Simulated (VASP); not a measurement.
Computed with PBE GGA, VASP's PBE PAW potentials (set 64) (plane waves; VASP).

Input for VASP

**INCAR**
```
# general
SYSTEM  = MnS
PREC    = Accurate
ENCUT   = 480   # plane-wave cut-off (eV)
LREAL   = F   # projection in real space or not
LASPH   = T   # aspherical one-centre terms

# electronic loop
EDIFF   = 1E-7
NELM    = 100   # most electronic steps
ALGO    = Normal   # blocked Davidson
LMAXMIX = 4

# smearing
ISMEAR  = 0   # Gaussian
SIGMA   = 0.05   # width (eV)

# functional
GGA     = PE

# spin
ISPIN   = 2   # spin-polarised
MAGMOM  = 4.1 -4.1 2*0.0

# ions
ISIF    = 2

# output
LWAVE   = F
LCHARG  = F
LORBIT  = 10
```

**POSCAR**
```
MnS
1
    5.2705290092     2.6289116471     2.6289116471
    2.6289116471     5.2705290092     2.6289116471
    2.6289116471     2.6289116471     5.2705290092
Mn S
2 2
Direct
  0.0000000000   0.0000000000   0.0000000000
  0.5000000000   0.5000000000   0.5000000000
  0.2500000000   0.2500000000   0.2500000000
  0.7500000000   0.7500000000   0.7500000000
```

KPOINTS:
```
Automatic mesh
0
Gamma
8 8 8
0 0 0
```

POTCAR, in this order: Mn_pv S (PBE.64 set). Program: vasp_std.

The run wrote:

**OSZICAR**
```
       N       E                     dE             d eps       ncg     rms          rms(c)
DAV:   1     0.350139031736E+03    0.35014E+03   -0.20659E+04  6756   0.166E+03
DAV:   2     0.373632842962E+01   -0.34640E+03   -0.34173E+03  6057   0.452E+02
DAV:   3    -0.295251347044E+02   -0.33261E+02   -0.32641E+02  8725   0.126E+02
DAV:   4    -0.305311600006E+02   -0.10060E+01   -0.10025E+01  7079   0.212E+01
DAV:   5    -0.305538026222E+02   -0.22643E-01   -0.22637E-01  7561   0.370E+00    0.149E+01
DAV:   6    -0.283369359801E+02    0.22169E+01   -0.26958E+01  7919   0.466E+01    0.146E+01
DAV:   7    -0.283339260182E+02    0.30100E-02   -0.21654E+00  7290   0.166E+01    0.821E+00
DAV:   8    -0.283383534836E+02   -0.44275E-02   -0.29145E-01  8336   0.492E+00    0.412E+00
DAV:   9    -0.283291801273E+02    0.91734E-02   -0.49833E-02  7426   0.229E+00    0.438E-01
DAV:  10    -0.283314063021E+02   -0.22262E-02   -0.10971E-02  7833   0.660E-01    0.238E-01
DAV:  11    -0.283316674083E+02   -0.26111E-03   -0.73654E-04  6618   0.242E-01    0.125E-01
DAV:  12    -0.283317450079E+02   -0.77600E-04   -0.47206E-04  7843   0.109E-01    0.842E-02
DAV:  13    -0.283317725763E+02   -0.27568E-04   -0.45264E-05  6961   0.760E-02    0.410E-02
DAV:  14    -0.283317767841E+02   -0.42078E-05   -0.47046E-05  7093   0.500E-02    0.193E-02
DAV:  15    -0.283317795343E+02   -0.27502E-05   -0.28688E-06  7076   0.169E-02    0.546E-03
DAV:  16    -0.283317796492E+02   -0.11492E-06   -0.24551E-07  5831   0.394E-03    0.414E-03
DAV:  17    -0.283317795973E+02    0.51881E-07   -0.85883E-08  3998   0.188E-03
   1 F= -.28331780E+02 E0= -.28331780E+02  d E =-.355551E-21  mag=    -0.0000
```

File OUTCAR:
```
------------------------ aborting loop because EDIFF is reached ----------------------------------------
  FORCE on cell =-STRESS in cart. coord.  units (eV):
  Direction    XX          YY          ZZ          XY          YZ          ZX
  --------------------------------------------------------------------------------------
  Total       -2.5928095     -2.5928095     -2.5928095     -0.0508976     -0.0508976     -0.0508976
  in kB      -56.5432751    -56.5432751    -56.5432751     -1.1099602     -1.1099602     -1.1099602
  external PRESSURE =     -56.5432751 kB  Pullay stress =       0.0000000 kB
  volume of cell :       73.47
      direct lattice vectors                 reciprocal lattice vectors
     5.270529009  2.628911647  2.628911647     0.284031182 -0.094524779 -0.094524779
     2.628911647  5.270529009  2.628911647    -0.094524779  0.284031182 -0.094524779
     2.628911647  2.628911647  5.270529009    -0.094524779 -0.094524779  0.284031182
 POSITION                                       TOTAL-FORCE (eV/Angst)
 -----------------------------------------------------------------------------------
      0.00000      0.00000      0.00000        -0.000000     -0.000000      0.000000
      5.26418      5.26418      5.26418         0.000000     -0.000000     -0.000000
      2.63209      2.63209      2.63209        -0.000000      0.000000      0.000000
      7.89626      7.89626      7.89626         0.000000      0.000000     -0.000000
 -----------------------------------------------------------------------------------
    total drift:                                0.000000     -0.000000     -0.000000
  FREE ENERGIE OF THE ION-ELECTRON SYSTEM (eV)
  ---------------------------------------------------
  free  energy   TOTEN  =       -28.3317795973 eV

  energy  without entropy=      -28.3317795973  energy(sigma->0) =      -28.33177960

 total charge

# of ion       s       p       d       tot
------------------------------------------
    1        0.203   6.145   4.934  11.282
    2        0.203   6.145   4.934  11.282
    3        1.326   2.393   0.000   3.720
    4        1.326   2.393   0.000   3.720
--------------------------------------------------
tot          3.059  17.077   9.868  30.004

 magnetization (x)

# of ion       s       p       d       tot
------------------------------------------
    1        0.021   0.015   4.205   4.241
    2       -0.021  -0.015  -4.205  -4.241
    3        0.000   0.000   0.000   0.000
    4        0.000   0.000   0.000   0.000
--------------------------------------------------
tot          0.000   0.000   0.000   0.000
```
(Selected blocks of OUTCAR.)

The compound is MnS in the rock salt, AFM-II order structure. This cell was strained or had an atom moved on purpose.
